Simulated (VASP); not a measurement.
Given:

```
CELL_PARAMETERS angstrom
      0.00000     3.18423     3.18423
      3.18423     0.00000     3.18423
      3.18423     3.18423     0.00000
ATOMIC_POSITIONS crystal
  Sn 0.00000 0.00000 0.00000
  Te 0.50000 0.50000 0.50000
```

Computed with rev-vdW-DF2, VASP's PBE PAW potentials (set 64) (plane waves; VASP). Numerical set-up: 520 eV cut-off, Gaussian smearing of 0.050 eV, potentials Sn_d Te.

Unless said otherwise, spin-orbit coupling is left out, though it shifts the bands of the heavy elements here.

**Question.** Predict the band gap (along the path) with the smallest direct gap where there is one.

**Answer.** 
```yaml
band gap (along the path): 0.02 eV
smallest direct gap (along the path): 0.02 eV
```

Only differences to runs with the same potentials and settings are physical.

The compound is SnTe in the rock salt structure, which distorts at low temperature. It was relaxed first.
